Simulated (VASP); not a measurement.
# Iridium: does spin-orbit coupling change the cell?

Does spin-orbit coupling change the relaxed cell of Iridium? The starting structure is a measured crystal structure from the Crystallography Open Database. The first relaxation on each setting starts from this cell expanded by 3 % in volume.

Calculated with VASP 6.6.1; Kohn-Sham DFT with plane waves and PAW; PBEsol and PBEsol + spin-orbit coupling.

## 1. The structure

It takes space group Fm-3m (No. 225, cubic). The conventional cell has a = 3.839 Å, b = 3.839 Å, c = 3.839 Å, α = 90.00°, β = 90.00°, γ = 90.00°. Ir has 12 Ir at 2.71 Å nearest.

Coordinates:

```cif
data_structure
_symmetry_space_group_name_H-M 'P 1'
_symmetry_Int_Tables_number 1
_cell_length_a 2.7149
_cell_length_b 2.7149
_cell_length_c 2.7149
_cell_angle_alpha 60.000
_cell_angle_beta 60.000
_cell_angle_gamma 60.000
_cell_volume 14.15
loop_
_atom_site_label
_atom_site_type_symbol
_atom_site_fract_x
_atom_site_fract_y
_atom_site_fract_z
_atom_site_occupancy
Ir1 Ir 0.00000 0.00000 0.00000 1
```

## 2. Relaxation without spin-orbit coupling

This run starts from the cell of an earlier relaxation, which isn't shown; the restart sets up the plane waves anew.

The input, INCAR:

```
SYSTEM = Ir
PREC = Accurate
ENCUT = 450
EDIFF = 1E-06
NELM = 100
ISMEAR = 1
SIGMA = 0.15
LREAL = .FALSE.
ALGO = Normal
GGA = PS
NBANDS = 10
LORBIT = 11
LWAVE = .FALSE.
LCHARG = .FALSE.
KPAR = 4
IBRION = 2
NSW = 50
ISIF = 3
EDIFFG = -0.006
LASPH = .TRUE.
```

The input, POSCAR:

```
Ir
1.0
    0.0000000000      1.9171006469      1.9171006469
    1.9171006469      0.0000000000      1.9171006469
    1.9171006469      1.9171006469      0.0000000000
Ir
1
Direct
    0.0000000000      0.0000000000      0.0000000000
```

The input, KPOINTS:

```
Automatic mesh
0
Gamma
16 16 16
0 0 0
```

PAW data sets: Ir (PBE family, release 64).

Run with:

```sh
$ mpirun -np 4 vasp_std
```

Output:

```text
[banner, memory and clock lines left out]
running    4 mpi-ranks, on    1 nodes
 distrk:  each k-point on    1 cores,    4 groups
 distr:  one band on    1 cores,    1 groups

 POSCAR found type information on POSCAR Ir
 POSCAR found :  1 types and       1 ions
|                                                                             |
|               ----> ADVICE to this user running VASP <----                  |
|                                                                             |
|     You enforced a specific xc type in the INCAR file but a different       |
|     [... a line on the potential file left out ...]
|     I HOPE YOU KNOW WHAT YOU ARE DOING!                                     |
|                                                                             |

 LDA part: xc-table for (Slater+PW92), standard interpolation
 POSCAR, INCAR and KPOINTS ok, starting setup
 FFT: planning ... GRIDC
 FFT: planning ... GRID_SOFT
 FFT: planning ... GRID
 WAVECAR not read
 entering main loop
       N       E                     dE             d eps       ncg     rms          rms(c)
DAV:   1     0.415516499158E+02    0.41552E+02   -0.40187E+03  2988   0.727E+02
DAV:   2    -0.965657857214E+01   -0.51208E+02   -0.48521E+02  3002   0.183E+02
DAV:   3    -0.104317525804E+02   -0.77517E+00   -0.77258E+00  3386   0.274E+01
DAV:   4    -0.104386643265E+02   -0.69117E-02   -0.69104E-02  3254   0.243E+00
DAV:   5    -0.104387984876E+02   -0.13416E-03   -0.13416E-03  3336   0.323E-01    0.160E+01
DAV:   6    -0.991066443403E+01    0.52813E+00   -0.93118E-01  3242   0.116E+01    0.631E+00
DAV:   7    -0.981675886314E+01    0.93906E-01   -0.27819E-01  3424   0.579E+00    0.150E+00
DAV:   8    -0.981481024458E+01    0.19486E-02   -0.19523E-03  3106   0.437E-01    0.126E+00
DAV:   9    -0.980971318867E+01    0.50971E-02   -0.26959E-03  3186   0.745E-01    0.444E-02
DAV:  10    -0.980969871758E+01    0.14471E-04   -0.20181E-05  4242   0.516E-02    0.182E-02
DAV:  11    -0.980970041146E+01   -0.16939E-05   -0.12794E-06  2862   0.794E-03    0.268E-03
DAV:  12    -0.980970044180E+01   -0.30343E-07   -0.21839E-08  1554   0.147E-03
   1 F= -.98097004E+01 E0= -.98094727E+01  d E =-.980970E+01
 curvature:   0.00 expect dE= 0.000E+00 dE for cont linesearch  0.000E+00
 trial: gam= 0.00000 g(F)=  0.458E-66 g(S)=  0.251E-06 ort = 0.000E+00 (trialstep = 0.100E+01)
 search vector abs. value=  0.251E-06
 reached required accuracy - stopping structural energy minimisation
```

Run time: 7.2 s. Hardware: 4 MPI ranks of AMD EPYC 7R43, shared host; peak memory 0.45 GiB; 26 s of CPU time.

The logs omit lines about the potential files and the build; timing stands in the text.

OUTCAR, selected parts (step 2):

```text
ion  position               nearest neighbor table
   1  0.000  0.000  0.000-

  LATTYP: Found a face centered cubic cell.
 ALAT       =     3.8342012938

 Subroutine GETGRP returns: Found 48 space group operations
 (whereof 48 operations were pure point group operations)

The static configuration has the point symmetry O_h .

 Found    145 irreducible k-points:

   k-points           NKPTS =    145   k-points in BZ     NKDIM =    145   number of bands    NBANDS=     10

   dimension x,y,z NGX =    20 NGY =   20 NGZ =   20
   dimension x,y,z NGXF=    40 NGYF=   40 NGZF=   40

   ENCUT  =  450.0 eV  33.07 Ry    5.75 a.u.   4.69  4.69  4.69*2*pi/ulx,y,z

   NELECT =       9.0000    total number of electrons

 k-points in reciprocal lattice and weights: Automatic mesh
   0.00000000  0.00000000  0.00000000       0.000
   0.06250000  0.00000000  0.00000000       0.002
   0.12500000  0.00000000  0.00000000       0.002
   0.18750000  0.00000000  0.00000000       0.002
   0.25000000  0.00000000  0.00000000       0.002
   0.31250000  0.00000000  0.00000000       0.002
   0.37500000  0.00000000  0.00000000       0.002
   0.43750000  0.00000000  0.00000000       0.002
   0.50000000  0.00000000  0.00000000       0.001
[...]
-0.31250000  0.50000000  0.18750000       0.003
  -0.25000000  0.50000000  0.25000000       0.001

 average (electrostatic) potential at core
       1 -48.5309

 E-fermi :  10.3167

 k-point     1 :       0.0000    0.0000    0.0000
  band No.  band energies     occupation
    ...
      2       6.3919      2.00000
      3       6.3919      2.00000
      4       6.3919      2.00000
      5       9.1267      2.00000
      6       9.1267      2.00000
      7      24.6228      0.00000
      8      30.2220      0.00000
      9      30.2220      0.00000
     10      30.2220      0.00000

 k-point     2 :       0.0625    0.0000    0.0000
  band No.  band energies     occupation
    ...
      2       6.2980      2.00000
      3       6.4680      2.00000
      4       6.4680      2.00000
      5       9.0773      2.00000
      6       9.0773      2.00000
      7      24.9259      0.00000
      8      29.3042      0.00000
      9      30.5102      0.00000
     10      30.5102      0.00000

 k-point     3 :       0.1250    0.0000    0.0000
  band No.  band energies     occupation
    ...
      2       6.0676      2.00000
      3       6.6587      2.00000
      4       6.6587      2.00000
      5       8.9811      2.00000
      6       8.9811      2.00000
      7      25.7336      0.00000
      8      27.6193      0.00000
      9      31.3410      0.00000
     10      31.3410      0.00000

  Total        0.0013173      0.0013173      0.0013173      0.0000000      0.0000000      0.0000000
  in kB        0.1497757      0.1497757      0.1497757      0.0000000      0.0000000      0.0000000
  external PRESSURE =       0.1497757 kB  Pullay stress =       0.0000000 kB

  energy-cutoff  :      450.00
  volume of cell :       14.09
      direct lattice vectors                 reciprocal lattice vectors
     0.000000000  1.917100647  1.917100647    -0.260810511  0.260810511  0.260810511
     1.917100647  0.000000000  1.917100647     0.260810511 -0.260810511  0.260810511
     1.917100647  1.917100647  0.000000000     0.260810511  0.260810511 -0.260810511

 POSITION                                       TOTAL-FORCE (eV/Angst)
 -----------------------------------------------------------------------------------
      0.00000      0.00000      0.00000         0.000000      0.000000     -0.000000
 -----------------------------------------------------------------------------------
    total drift:                               -0.000000     -0.000000     -0.000000

  FREE ENERGIE OF THE ION-ELECTRON SYSTEM (eV)
  ---------------------------------------------------
  free  energy   TOTEN  =        -9.8097004418 eV

  energy  without entropy=       -9.8090172174  energy(sigma->0) =       -9.80947270

 reached required accuracy - stopping structural energy minimisation

 total charge
# of ion       s       p       d       tot
------------------------------------------
    1        0.673   0.742   6.983   8.399

[... 3 further parts left out ...]
```

This run has no spin polarisation. Its electron count is odd, so without a moment it is a metal by construction. The PAW data sets were made with PBE, which is usual practice but a small mismatch for other functionals. The run keeps the 48 symmetry operations of its start, so it cannot find a distortion of lower symmetry.

Without spin-orbit coupling the relaxed cell holds 14.092 Å³ an atom, with a = 3.834 Å.

## 3. Relaxation with spin-orbit coupling

Against step 2 the input has LNONCOLLINEAR = .TRUE., MAGMOM = 0 0 0, GGA_COMPAT = .FALSE. and LSORBIT = .TRUE. (also changed: NBANDS and LMAXMIX). This run starts from the cell of an earlier relaxation, which isn't shown; the restart sets up the plane waves anew.

Changes to INCAR since step 2:

```diff
@@ -10,3 +10,9 @@
 GGA = PS
-NBANDS = 10
+LNONCOLLINEAR = .TRUE.
+MAGMOM = 0 0 0
+NBANDS = 20
+GGA_COMPAT = .FALSE.
+LASPH = .TRUE.
+LSORBIT = .TRUE.
+LMAXMIX = 4
 LORBIT = 11
@@ -19,2 +25 @@
 EDIFFG = -0.006
-LASPH = .TRUE.
```

The input, POSCAR:

```
Ir
1.0
    0.0000000000      1.9188895371      1.9188895371
    1.9188895371      0.0000000000      1.9188895371
    1.9188895371      1.9188895371      0.0000000000
Ir
1
Direct
    0.0000000000      0.0000000000      0.0000000000
```

KPOINTS is that of step 2.

Run with:

```sh
$ mpirun -np 4 vasp_ncl
```

Output:

```text
[banner, memory and clock lines left out]
running    4 mpi-ranks, on    1 nodes
[...]
[... a notice as in an earlier step ...]

 LDA part: xc-table for (Slater+PW92), standard interpolation
 POSCAR, INCAR and KPOINTS ok, starting setup
[...]
entering main loop
       N       E                     dE             d eps       ncg     rms          rms(c)
DAV:   1     0.678745373722E+02    0.67875E+02   -0.36063E+03  5848   0.790E+02
DAV:   2    -0.885377264500E+01   -0.76728E+02   -0.68099E+02  6052   0.249E+02
DAV:   3    -0.107832532213E+02   -0.19295E+01   -0.19021E+01  7024   0.461E+01
DAV:   4    -0.108082521594E+02   -0.24999E-01   -0.24984E-01  6608   0.456E+00
[...]
DAV:  11    -0.101914363233E+02   -0.11412E-05   -0.10864E-06  7064   0.923E-03    0.158E-02
DAV:  12    -0.101914375416E+02   -0.12183E-05   -0.73159E-07  5632   0.945E-03    0.144E-03
DAV:  13    -0.101914375567E+02   -0.15091E-07   -0.40899E-08  3064   0.188E-03
[...]
DAV:   1    -0.101914704582E+02   -0.32917E-04   -0.10439E-03  6356   0.530E-01    0.658E-02
DAV:   2    -0.101914338097E+02    0.36649E-04   -0.44447E-05  6500   0.118E-01    0.401E-02
DAV:   3    -0.101914299978E+02    0.38119E-05   -0.57424E-06  7424   0.372E-02    0.255E-02
DAV:   4    -0.101914299385E+02    0.59228E-07   -0.22677E-07  3048   0.738E-03
   2 F= -.10191430E+02 E0= -.10190662E+02  d E =0.761814E-05  mag=    -0.0000    -0.0000     0.0000
 trial-energy change:    0.000008  1 .order    0.000009   -0.000006    0.000024
 step:   0.1978(harm=  0.1978)  dis= 0.00000  next Energy=   -10.191438 (dE=-0.579E-06)
[...]
N       E                     dE             d eps       ncg     rms          rms(c)
DAV:   1    -0.101914653809E+02   -0.35383E-04   -0.65531E-04  6352   0.420E-01    0.517E-02
DAV:   2    -0.101914414304E+02    0.23951E-04   -0.28812E-05  6536   0.940E-02    0.317E-02
DAV:   3    -0.101914385851E+02    0.28453E-05   -0.36637E-06  7028   0.296E-02    0.203E-02
DAV:   4    -0.101914383960E+02    0.18915E-06   -0.13966E-07  3032   0.579E-03
   3 F= -.10191438E+02 E0= -.10190668E+02  d E =-.839271E-06  mag=     0.0000     0.0000     0.0000
[...]
reached required accuracy - stopping structural energy minimisation
```

The job ended after 47 s (4 MPI ranks; peak memory 0.66 GiB).

OUTCAR, selected parts (step 3):

```text
  Total       -0.0011711     -0.0011711     -0.0011711      0.0000000      0.0000000      0.0000000
  in kB       -0.1328057     -0.1328057     -0.1328057      0.0000000      0.0000000      0.0000000
  external PRESSURE =      -0.1328057 kB  Pullay stress =       0.0000000 kB

 POSITION                                       TOTAL-FORCE (eV/Angst)
 -----------------------------------------------------------------------------------
      0.00000      0.00000      0.00000        -0.000000     -0.000000     -0.000000
 -----------------------------------------------------------------------------------
    total drift:                               -0.000000     -0.000000     -0.000000

  FREE ENERGIE OF THE ION-ELECTRON SYSTEM (eV)
  ---------------------------------------------------
  free  energy   TOTEN  =       -10.1914383960 eV

  energy  without entropy=      -10.1891273773  energy(sigma->0) =      -10.19066806

 magnetization (x)
# of ion       s       p       d       tot
------------------------------------------
    1        0.000  -0.000   0.000  -0.000

 magnetization (y)
# of ion       s       p       d       tot
------------------------------------------
    1        0.000  -0.000  -0.000  -0.000

 magnetization (z)
# of ion       s       p       d       tot
------------------------------------------
    1        0.000   0.000   0.000   0.000

[... 1 part as in an earlier step ...]

[... 3 further parts left out ...]
[key lines of the parts left out:]
E-fermi :  10.2999
```

With spin-orbit coupling the relaxed cell holds 14.129 Å³ an atom, with a = 3.838 Å.

## 4. The runs compared

| run | volume (Å³/atom) | a (Å) | pressure left (GPa) | core minutes |
| --- | --- | --- | --- | --- |
| without spin-orbit coupling | 14.092 | 3.8342 | 0.015 | 2.21 |
| with spin-orbit coupling | 14.129 | 3.8375 | -0.013 | 8.2 |

Core minutes are wall time times ranks, summed over the relaxations behind a row (those for a bulk modulus apart), on shared hosts.

## 5. Summary of results

```json
{
  "volume without spin-orbit coupling": "14.092 Å³/atom",
  "volume with spin-orbit coupling": "14.129 Å³/atom"
}
```

The run with spin-orbit coupling gives a volume +0.26 % from the one without. The relaxations stop with 0.015 and -0.013 GPa left; at a bulk modulus of 50 GPa, to name a scale, that difference alone shifts the volume by 0.06 %. The k mesh isn't tested here. GGA_COMPAT also differs between the two, which alone can make a change this small. Further runs on this material are not shown.

[Lines on the potential files, build, host, timing and source positions are cut from VASP's logs without a mark.]

[Logs are printed without paths, hosts, clocks, repeated set-up lines and the standing remarks that a program may print on its own settings, such as how far it seeks lower states.]

[Hosts, paths, dates, database ids (printed as entryN), source tags and the programs' standing remarks are cut or masked in the printed files.]
